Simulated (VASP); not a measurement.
Consider the following.

```xyz
6
Lattice="4.5706 0.0000 0.0000 0.0000 4.5706 0.0000 0.0000 0.0000 3.0538" Properties=species:S:1:pos:R:3 pbc="T T T"
Mg     0.0000     0.0000     0.0000
Mg     2.2853     2.2853     1.5269
H      1.3895     1.3895     0.0000
H      3.6748     0.8958     1.5269
H      0.8958     3.6748     1.5269
H      3.1812     3.1812     0.0000
```

Level of theory: LDA (Ceperley-Alder, Perdew-Zunger), VASP's LDA PAW potentials (set 64) (plane waves; VASP). Run with 300 eV cut-off, 4×4×6 Γ-centred mesh, Fermi-Dirac smearing of 0.050 eV, potentials Mg H.

At this cut-off the stress carries a Pulay error, which pulls relaxed volumes low.

### Question
Give the stress tensor in GPa (positive for a compressed cell).

### Answer

```
-5.57   0.00   0.00
 0.00  -5.57   0.00
 0.00   0.00  -6.68
```
The pressure is its mean diagonal, -5.94 GPa.

The structure is a typed MgH2 crystal (P4_2/mnm). The cell was not relaxed at this level.
